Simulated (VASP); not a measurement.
Output of a VASP run:

File OSZICAR:
```
       N       E                     dE             d eps       ncg     rms          rms(c)
DAV:   1    -0.519346191565E+03   -0.51935E+03   -0.22637E+01   732   0.124E+01    0.946E+00
DAV:   2    -0.519503708486E+03   -0.15752E+00   -0.70299E-01   856   0.141E+00    0.648E+00
DAV:   3    -0.519455533180E+03    0.48175E-01   -0.18981E-02   840   0.349E-01    0.376E+00
DAV:   4    -0.519435205074E+03    0.20328E-01   -0.15141E-02   824   0.221E-01    0.213E+00
DAV:   5    -0.519429172627E+03    0.60324E-02   -0.40266E-03   840   0.115E-01    0.118E+00
DAV:   6    -0.519426975398E+03    0.21972E-02   -0.89134E-04   832   0.684E-02    0.655E-01
DAV:   7    -0.519426232873E+03    0.74253E-03   -0.35730E-04   826   0.464E-02    0.362E-01
DAV:   8    -0.519425993157E+03    0.23972E-03   -0.10579E-04   840   0.252E-02    0.201E-01
DAV:   9    -0.519425917247E+03    0.75910E-04   -0.35724E-05   648   0.138E-02    0.111E-01
DAV:  10    -0.519425895994E+03    0.21253E-04   -0.14100E-05   424   0.879E-03    0.606E-02
DAV:  11    -0.519425891624E+03    0.43701E-05   -0.60307E-06   434   0.475E-03
   1 F= -.51942589E+03 E0= -.51942589E+03  d E =-.293239E-12  mag=     1.0000
```

File OUTCAR:
```
------------------------ aborting loop because EDIFF is reached ----------------------------------------
  volume of cell :      866.68
      direct lattice vectors                 reciprocal lattice vectors
     4.868317892 -8.432173817  0.000000000     0.102704879 -0.059296690  0.000000000
     4.868317892  8.432173817  0.000000000     0.102704879  0.059296690  0.000000000
     0.000000000  0.000000000 10.556283981     0.000000000  0.000000000  0.094730305
  FREE ENERGIE OF THE ION-ELECTRON SYSTEM (eV)
  ---------------------------------------------------
  free  energy   TOTEN  =      -519.4258916239 eV

  energy  without entropy=     -519.4258916239  energy(sigma->0) =     -519.42589162

  exchange ACFDT corr.  =         0.00000000  see jH, gK, PRB 81, 115126

 total charge

# of ion       s       p       d       tot
------------------------------------------
    1        1.024   1.378   0.375   2.777
    2        1.026   1.395   0.384   2.805
    3        1.048   1.390   0.371   2.809
    4        1.094   1.399   0.377   2.870
    5        1.024   1.378   0.375   2.777
    6        1.028   1.400   0.385   2.812
    7        1.048   1.391   0.372   2.810
    8        1.038   1.372   0.371   2.781
    9        1.027   1.395   0.383   2.805
   10        1.028   1.400   0.385   2.812
   11        1.034   1.411   0.390   2.834
   12        1.038   1.372   0.371   2.781
   13        1.030   1.415   0.394   2.840
   14        1.026   1.395   0.384   2.805
   15        1.028   1.360   0.371   2.760
   16        1.094   1.400   0.378   2.872
   17        1.024   1.378   0.375   2.777
   18        1.026   1.395   0.384   2.804
   19        1.048   1.390   0.371   2.809
   20        1.094   1.399   0.377   2.870
   21        1.030   1.415   0.394   2.839
   22        1.027   1.404   0.388   2.818
   23        1.028   1.360   0.371   2.760
   24        1.040   1.433   0.400   2.873
   25        1.030   1.415   0.394   2.839
   26        1.027   1.403   0.387   2.818
   27        1.028   1.360   0.371   2.759
   28        1.040   1.433   0.400   2.873
   29        1.027   1.395   0.383   2.805
   30        1.028   1.399   0.385   2.812
   31        1.034   1.411   0.390   2.835
   32        1.038   1.372   0.371   2.781
   33        1.027   1.395   0.383   2.805
   34        1.027   1.404   0.388   2.818
   35        1.034   1.411   0.390   2.835
   36        1.040   1.433   0.400   2.873
   37        1.270   2.406   0.000   3.676
   38        1.244   2.446   0.000   3.690
   39        1.246   2.450   0.000   3.696
   40        1.256   2.424   0.000   3.680
   41        1.270   2.406   0.000   3.676
   42        1.243   2.450   0.000   3.693
   43        1.246   2.450   0.000   3.696
   44        1.248   2.456   0.000   3.704
   45        1.252   2.439   0.000   3.691
   46        1.243   2.450   0.000   3.693
   47        1.244   2.449   0.000   3.693
   48        1.248   2.456   0.000   3.704
   49        1.259   2.466   0.000   3.725
   50        1.244   2.446   0.000   3.690
   51        1.245   2.444   0.000   3.689
   52        1.256   2.423   0.000   3.679
...
```
(Selected blocks of OUTCAR.)

**POSCAR**
```
Ga36MgN36
1
    4.8683178924    -8.4321738171     0.0000000000
    4.8683178924     8.4321738171     0.0000000000
    0.0000000000     0.0000000000    10.5562839808
Ga N Mg
36 36 1
Direct
  0.2220708568   0.1108493397   0.2519967388
  0.1102061457   0.2216361499   0.0027037323
  0.2163614623   0.0990412320   0.7586759178
  0.0864858915   0.2098057599   0.4851682627
  0.2219997772   0.4443687511   0.2519304343
  0.1100282210   0.5563404268   0.0036672516
  0.2162191704   0.4500425148   0.7585572846
  0.1111331470   0.5553925018   0.5002832287
  0.2227694465   0.7780032149   0.2511354584
  0.1100266445   0.8866657283   0.0036818169
  0.2216909410   0.7773127331   0.7507948835
  0.1111226767   0.8890013951   0.5004010085
  0.5574607043   0.1089574538   0.2439337808
  0.4447933086   0.2215387419   0.0028142599
  0.5552366095   0.1111650953   0.7491615450
  0.4565605533   0.2094987740   0.4850473330
  0.5553219333   0.4442395765   0.2520533699
  0.4447837444   0.5562833098   0.0027028360
  0.5672490839   0.4498664504   0.7586793527
  0.4563991043   0.5799815616   0.4850881925
  0.5573742145   0.7814962050   0.2440375475
  0.4435065425   0.8882441510   0.9971338938
  0.5550752644   0.7766062972   0.7491454137
  0.4425439416   0.8877936195   0.5007836275
  0.8849984365   0.1090687294   0.2440013449
  0.7782373272   0.2229943365   0.9971571917
  0.8896317393   0.1112552201   0.7491192950
  0.7785976040   0.2238455413   0.5007224109
  0.8884437338   0.4437629232   0.2511471394
  0.7795610525   0.5562933872   0.0036609657
  0.8891010699   0.4447789373   0.7507653727
  0.7772156742   0.5552152976   0.5003109231
  0.8884510231   0.7779668923   0.2511472217
  0.7782411413   0.8883929198   0.9971860063
  0.8889379559   0.7772419439   0.7508243596
  0.7785277581   0.8878214496   0.5007905365
  0.2246900992   0.1160800487   0.4432717300
  0.1107578650   0.2219488395   0.1908086721
  0.2217375127   0.1100223069   0.9434941247
  0.1163172400   0.2246327203   0.6856426316
  0.2245450801   0.4417869976   0.4431866772
  0.1110822770   0.5553931585   0.1912128159
  0.2216780458   0.4446995567   0.9434074073
  0.1096275575   0.5567485569   0.6889234161
  0.2221741978   0.7777436179   0.4392213829
  0.1110803599   0.8889718202   0.1912284333
  0.2209690317   0.7770106367   0.9388591521
  0.1095548401   0.8858245098   0.6890519694
  0.5630475527   0.1032561563   0.4316432416
  0.4445228828   0.2218548027   0.1908892766
  0.5549203294   0.1115761843   0.9369545260
  0.4418735876   0.2243913324   0.6855534454
  0.5501165417   0.4415080230   0.4433286334
  0.4444779996   0.5557389806   0.1908330271
  0.5562410584   0.4445934069   0.9434567914
  0.4417025724   0.5500243110   0.6856230910
  0.5629869324   0.7926957794   0.4317433496
  0.4427667570   0.8879353630   0.1842880406
  0.5548904299   0.7763235246   0.9369875360
  0.4440086693   0.8883571768   0.6887627238
  0.8736461600   0.1033152568   0.4316913326
  0.7785406649   0.2237340120   0.1843033856
  0.8901658628   0.1116025240   0.9369473475
  0.7780265992   0.2224271467   0.6887319691
  0.8886102134   0.4441570041   0.4392374910
  0.7772991616   0.5552893459   0.1912424571
  0.8894278464   0.4455376162   0.9388154594
  0.7804671096   0.5567165432   0.6889782515
  0.8886731028   0.7776106065   0.4392272357
  0.7784725248   0.8880225296   0.1843478051
  0.8893717446   0.7769600688   0.9389023233
  0.7778646365   0.8884535959   0.6887896646
  0.3333740521   0.3330263783   0.5966762446
```

### Question
Write an INCAR and KPOINTS that could have produced this output.

### Answer
Several could match; the one computed here: the input of the run itself, HSE06 screened hybrid, plane waves, VASP's PBE PAW potentials (set 64).

### INCAR
```
SYSTEM = Ga36MgN36
PREC = Normal
ENCUT = 400
EDIFF = 1E-5
NELM = 50
ALGO = Normal
LREAL = Auto
LASPH = .TRUE.
ISMEAR = 0
SIGMA = 0.05
GGA = PE
LMAXMIX = 4
LWAVE = .FALSE.
LCHARG = .FALSE.
NELMIN = 4
ISYM = 0
NELECT = 291.0
ISPIN = 2
NUPDOWN = 1
MAGMOM = 73*0.0137
LORBIT = 10
HFSCREEN = 0.2
AEXX = 0.25
LHFCALC = .TRUE.
PRECFOCK = Fast
ISIF = 0
```

File KPOINTS:
```
Automatic
0
gamma
1 1 1
```

POTCAR, in this order: Ga N Mg (PBE.64 set). Program: vasp_gam. Read from the step before: WAVECAR.

The cell is charged, with a uniform compensating background. The supercell is sampled at Γ alone, which is coarse: total energies, pressure and levels can be off, energies of defects by several tenths of an eV.

The cell is a supercell with a defect, built from GaN (wurtzite): Mg_i, charge -1. The cell's shape comes from a PBE relaxation.
